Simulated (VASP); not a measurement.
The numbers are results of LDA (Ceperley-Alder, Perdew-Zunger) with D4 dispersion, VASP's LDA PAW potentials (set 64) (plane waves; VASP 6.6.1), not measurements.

Input for VASP

INCAR:
```
SYSTEM=AlN
PREC=Accurate; ENCUT=400; LREAL=.FALSE.
LASPH=.TRUE.
EDIFF=1E-6; NELM=100; ALGO=Normal
ISMEAR=1; SIGMA=0.272
IVDW=13
ISIF=2
LWAVE=.FALSE.; LCHARG=.FALSE.
```

KPOINTS:
```
Automatic mesh
0
Gamma
10 10 2
0 0 0
```

POSCAR:
```
AlN
1
    3.1485180000     0.0000000000     0.0000000000
   -1.5742590000     2.7266960000     0.0000000000
    0.0000000000     0.0000000000    15.4496430000
Al N
6 6
Direct
  0.0000000000   0.0000000000   0.0000000000
  0.0000000000   0.0000000000   0.5000000000
  0.6666670000   0.3333330000   0.8332500000
  0.3333330000   0.6666670000   0.3332500000
  0.6666670000   0.3333330000   0.1665000000
  0.3333330000   0.6666670000   0.6665000000
  0.0000000000   0.0000000000   0.8746000000
  0.0000000000   0.0000000000   0.3746000000
  0.6666670000   0.3333330000   0.7078500000
  0.3333330000   0.6666670000   0.2078500000
  0.6666670000   0.3333330000   0.0415000000
  0.3333330000   0.6666670000   0.5415000000
```

POTCAR, in this order: Al N (LDA.64 set). Program: vasp_std.

The run wrote:

stdout:
```
 POSCAR found type information on POSCAR AlN
 POSCAR found :  2 types and      12 ions
 Reading from existing POTCAR
 Reading from existing POTCAR

 -----------------------------------------------------------------------------
|                                                                             |
|     EEEEEEE  RRRRRR   RRRRRR   OOOOOOO  RRRRRR      ###     ###     ###     |
|     E        R     R  R     R  O     O  R     R     ###     ###     ###     |
|     E        R     R  R     R  O     O  R     R     ###     ###     ###     |
|     EEEEE    RRRRRR   RRRRRR   O     O  RRRRRR       #       #       #      |
|     E        R   R    R   R    O     O  R   R                               |
|     E        R    R   R    R   O     O  R    R      ###     ###     ###     |
|     EEEEEEE  R     R  R     R  OOOOOOO  R     R     ###     ###     ###     |
|                                                                             |
|     The xc functional is not supported. VDW_S6, VDW_S8, VDW_A1 and          |
|     VDW_A2 have to be defined in INCAR.                                     |
|                                                                             |
|       ---->  I REFUSE TO CONTINUE WITH THIS SICK JOB ... BYE!!! <----       |
|                                                                             |
 -----------------------------------------------------------------------------
```

VASP stops with an error: The xc functional is not supported. VDW_S6, VDW_S8, VDW_A1 and VDW_A2 have to be defined in INCAR. ----> I REFUSE TO CONTINUE WITH THIS SICK JOB ... BYE!!! <----

The structure was generated: AlN was put into an ordered model structure, which need not be its known phase. The cell was not relaxed at this level. The run is one of a series of settings (IVDW = 13 against the base run), some of them coarse on purpose.
